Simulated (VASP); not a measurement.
Level of theory: PBEsol GGA, VASP's PBE PAW potentials (set 64) (plane waves; VASP).

Input for VASP

File KPOINTS:
```
Automatic mesh
0
G
 7 7 7
```

File POSCAR:
```
CdF2
1.0
  0.0000000000   2.6295104421   2.6295104421
  2.6295104421   0.0000000000   2.6295104421
  2.6295104421   2.6295104421   0.0000000000
Cd F
1 2
Cartesian
  0.0000000000   0.0000000000   0.0000000000
  1.3147552210   1.3147552210   1.3147552210
  3.9442656631   3.9442656631   3.9442656631
```

### INCAR
```
SYSTEM = CdF2
PREC = Accurate
ENCUT = 620
EDIFF = 1E-6
NELM = 100
ALGO = Normal
LREAL = .FALSE.
LASPH = .TRUE.
ISMEAR = 0
SIGMA = 0.05
GGA = PS
LMAXMIX = 4
LWAVE = .FALSE.
LCHARG = .FALSE.
IBRION = 2
ISIF = 3
NSW = 40
EDIFFG = -0.02
PSTRESS = 100
```

POTCAR, in this order: Cd F (PBE.64 set). Program: vasp_std.

The run wrote:

### OUTCAR
```
 ion  position               nearest neighbor table
   1  0.000  0.000  0.000-   3 2.28   3 2.28   3 2.28   2 2.28   3 2.28   2 2.28   2 2.28   2 2.28
  LATTYP: Found a face centered cubic cell.
 ALAT       =     5.2590208842
 Subroutine PRICEL returns:
 Original cell was already a primitive cell.
 Subroutine GETGRP returns: Found 48 space group operations
The static configuration has the point symmetry O_h .
The dynamic configuration has the point symmetry O_h .
 Subroutine INISYM returns: Found 48 space group operations
 Subroutine IBZKPT returns following result:
 Found     20 irreducible k-points:

 Following reciprocal coordinates:
            Coordinates               Weight
  0.000000  0.000000  0.000000      1.000000
  0.142857  0.000000  0.000000      8.000000
  0.285714  0.000000  0.000000      8.000000
  0.428571  0.000000  0.000000      8.000000
  0.142857  0.142857  0.000000      6.000000
  0.285714  0.142857  0.000000     24.000000
  0.428571  0.142857  0.000000     24.000000
 -0.428571  0.142857  0.000000     24.000000
 -0.285714  0.142857  0.000000     24.000000
 -0.142857  0.142857  0.000000     12.000000
  0.285714  0.285714  0.000000      6.000000
  0.428571  0.285714  0.000000     24.000000
 -0.428571  0.285714  0.000000     24.000000
 -0.285714  0.285714  0.000000     12.000000
  0.428571  0.428571  0.000000      6.000000
 -0.428571  0.428571  0.000000     12.000000
  0.428571  0.285714  0.142857     24.000000
 -0.428571  0.285714  0.142857     48.000000
 -0.428571  0.428571  0.142857     24.000000
 -0.285714  0.428571  0.142857     24.000000
   k-points           NKPTS =     20   k-points in BZ     NKDIM =     20   number of bands    NBANDS=     17
   number of dos      NEDOS =    301   number of ions     NIONS =      3
   total plane-waves  NPLWV =  27000
   dimension x,y,z NGX =    30 NGY =   30 NGZ =   30
   dimension x,y,z NGXF=    60 NGYF=   60 NGZF=   60
...
```

OSZICAR:
```
       N       E                     dE             d eps       ncg     rms          rms(c)
DAV:   1     0.231169986044E+03    0.23117E+03   -0.17695E+04   688   0.181E+03
DAV:   2    -0.309364042071E+01   -0.23426E+03   -0.22895E+03   765   0.427E+02
DAV:   3    -0.128026013687E+02   -0.97090E+01   -0.96932E+01   743   0.967E+01
DAV:   4    -0.128538554279E+02   -0.51254E-01   -0.51245E-01   763   0.675E+00
DAV:   5    -0.128540452924E+02   -0.18986E-03   -0.18985E-03   766   0.363E-01    0.112E+01
DAV:   6    -0.114980004473E+02    0.13560E+01   -0.39941E+00   895   0.389E+01    0.857E+00
DAV:   7    -0.115207362418E+02   -0.22736E-01   -0.66249E-01   683   0.879E+00    0.505E+00
DAV:   8    -0.115126121801E+02    0.81241E-02   -0.12894E-01   741   0.398E+00    0.630E-01
DAV:   9    -0.115047644039E+02    0.78478E-02   -0.33522E-02   840   0.266E+00    0.839E-02
DAV:  10    -0.115052882593E+02   -0.52386E-03   -0.30337E-03   686   0.589E-01    0.819E-02
DAV:  11    -0.115053549650E+02   -0.66706E-04   -0.64468E-05   765   0.973E-02    0.335E-02
DAV:  12    -0.115053759333E+02   -0.20968E-04   -0.48004E-05   694   0.634E-02    0.194E-02
DAV:  13    -0.115053785189E+02   -0.25856E-05   -0.63327E-06   750   0.339E-02    0.546E-03
DAV:  14    -0.115053785506E+02   -0.31714E-07   -0.49721E-07   521   0.100E-02
   1 F= -.92358058E+01 E0= -.92358058E+01  d E =-.923581E+01
```

OUTCAR:
```
------------------------ aborting loop because EDIFF is reached ----------------------------------------
  FORCE on cell =-STRESS in cart. coord.  units (eV):
  Direction    XX          YY          ZZ          XY          YZ          ZX
  --------------------------------------------------------------------------------------
  Total        2.2802723      2.2802723      2.2802723      0.0000000      0.0000000     -0.0000000
  in kB      100.4714324    100.4714324    100.4714324      0.0000000      0.0000000     -0.0000000
  external PRESSURE =       0.4714324 kB  Pullay stress =     100.0000000 kB
  volume of cell :       36.36
      direct lattice vectors                 reciprocal lattice vectors
     0.000000000  2.629510442  2.629510442    -0.190149464  0.190149464  0.190149464
     2.629510442  0.000000000  2.629510442     0.190149464 -0.190149464  0.190149464
     2.629510442  2.629510442  0.000000000     0.190149464  0.190149464 -0.190149464
 POSITION                                       TOTAL-FORCE (eV/Angst)
 -----------------------------------------------------------------------------------
      0.00000      0.00000      0.00000        -0.000000      0.000000      0.000000
      1.31476      1.31476      1.31476         0.000000      0.000000      0.000000
      3.94427      3.94427      3.94427        -0.000000     -0.000000     -0.000000
 -----------------------------------------------------------------------------------
    total drift:                                0.000000     -0.000000      0.000000
  FREE ENERGIE OF THE ION-ELECTRON SYSTEM (eV)
  ---------------------------------------------------
  free  energy   TOTEN  =       -11.5053785506 eV

  energy  without entropy=      -11.5053785506  energy(sigma->0) =      -11.50537855
  enthalpy is  TOTEN    =        -9.2358057785 eV   P V=        2.2695727722

 reached required accuracy - stopping structural energy minimisation
```
(Selected blocks of OUTCAR.)

### OUTCAR
```
 val. band max:       -0.9207898853   @ k =  -0.2857   0.4286   0.1429

 cond. band min:       2.2921839075   @ k =   0.0000   0.0000   0.0000


 Fermi energy:        -0.7051836397

 k-point     1 :       0.0000    0.0000    0.0000
  band No.  band energies     occupation
      1     -22.0246      2.00000
      2     -20.6626      2.00000
      3      -6.7785      2.00000
      4      -6.7785      2.00000
      5      -6.7785      2.00000
      6      -5.1762      2.00000
      7      -5.1762      2.00000
      8      -2.0579      2.00000
      9      -2.0579      2.00000
     10      -2.0579      2.00000
     11      -1.2468      2.00000
     12      -1.2468      2.00000
     13      -1.2468      2.00000
     14       2.2922      0.00000
     15      11.9605      0.00000
     16      11.9605      0.00000
     17      11.9605      0.00000

 k-point     2 :       0.1429    0.0000    0.0000
  band No.  band energies     occupation
      1     -21.9455      2.00000
      2     -20.7353      2.00000
      3      -6.6866      2.00000
      4      -6.6866      2.00000
      5      -6.5186      2.00000
      6      -5.2109      2.00000
      7      -5.2109      2.00000
      8      -2.6714      2.00000
      9      -2.1811      2.00000
     10      -2.1811      2.00000
     11      -1.4700      2.00000
     12      -1.2603      2.00000
     13      -1.2602      2.00000
     14       3.0824      0.00000
     15      11.0709      0.00000
     16      12.3020      0.00000
     17      12.3020      0.00000

 k-point     3 :       0.2857    0.0000    0.0000
  band No.  band energies     occupation
      1     -21.7370      2.00000
      2     -20.9242      2.00000
      3      -6.4889      2.00000
      4      -6.4889      2.00000
      5      -5.8327      2.00000
      6      -5.2250      2.00000
      7      -5.2250      2.00000
      8      -3.5673      2.00000
      9      -2.5593      2.00000
     10      -2.5593      2.00000
     11      -2.2714      2.00000
...
```

The compound is CdF2 in the fluorite structure. It was relaxed first under an external pressure of 10 GPa.
